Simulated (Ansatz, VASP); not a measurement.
**One structure in several programs: BaTiO3 (Pm-3m, 5 atoms in the cell)**

Self-consistent single point.

```
BaTiO3
1.0
    4.00000     0.00000     0.00000
    0.00000     4.00000     0.00000
    0.00000     0.00000     4.00000
Ba Ti O
1 1 3
Direct
  0.00000   0.00000   0.00000
  0.50000   0.50000   0.50000
  0.50000   0.00000   0.50000
  0.00000   0.50000   0.50000
  0.50000   0.50000   0.00000
```

Shared settings, as Ansatz (an electronic-structure program) writes them: kpoints.mp_grid.grid = 7 7 7; scf.occupations.method = fermi_dirac; scf.occupations.width = 0.01 eV. Potentials and cutoffs stand in the table.

| code | model | pressure (GPa) | cutoff |
|---|---|---|---|
| Ansatz | PBEsol, default PAW files made with PBE | -4.47 | 420 eV |
| VASP | PBEsol, VASP's PBE PAW potentials (set 64) | -6.99 | 400 eV |

On Ansatz's run: spin polarisation is off, so a magnetic state, if there is one, cannot be reached.

The spread over the programs that give each value: pressure within 2.52 GPa.

Ansatz's pressure is given at a fixed set of plane waves, as the other plane-wave codes print theirs; with its correction for the finite basis it is -3.89 GPa (the shift of 0.59 GPa shows how far the cutoff is from converged).

This mesh misses zone-boundary points where a band edge of such crystals can lie, so no gaps are given.

VASP's run is marked for a possible Pulay error in its stress at this cutoff; no cutoff test was made.

The starting cell has typed, rounded lattice constants, without a prior relaxation at this level.

Left out of this page: Quantum ESPRESSO, GPAW, CP2K, Elk, FLEUR and SIESTA (not drawn, or without a comparable value); ABINIT (with a known weakness of the program).

Keys are those of Ansatz 0.2.
